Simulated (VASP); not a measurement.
Energy against volume of ZnF$_{2}$ (rutile). These are SCAN meta-GGA, VASP's PBE PAW potentials (set 64) (plane waves; VASP) values and carry that method's errors. Settings: 520 eV cut-off, 5×5×7 Γ-centred mesh, Gaussian smearing of 0.050 eV, potentials Zn F.

Shape and ions are relaxed at each volume.

```json
[
 {"V (Å³/atom)": "11.086", "E (eV/atom)": "-9.36155"},
 {"V (Å³/atom)": "11.429", "E (eV/atom)": "-9.36676"},
 {"V (Å³/atom)": "11.772", "E (eV/atom)": "-9.36376"},
 {"V (Å³/atom)": "12.115", "E (eV/atom)": "-9.35427"}
]
```

Q: Fit these four points and predict the energy of the run at 10.743 Å³/atom.

A: A cubic in V^(−2/3), the third-order Birch-Murnaghan form, passes through the four points with V0 = 11.46 Å³/atom and B0 = 125 GPa, and gives -9.3460 eV/atom there. The run gave -9.3465 eV/atom, -0.5 meV/atom from the fit; all five points give B0 = 123 GPa.

The compound is ZnF2 in the rutile structure. It was relaxed first.
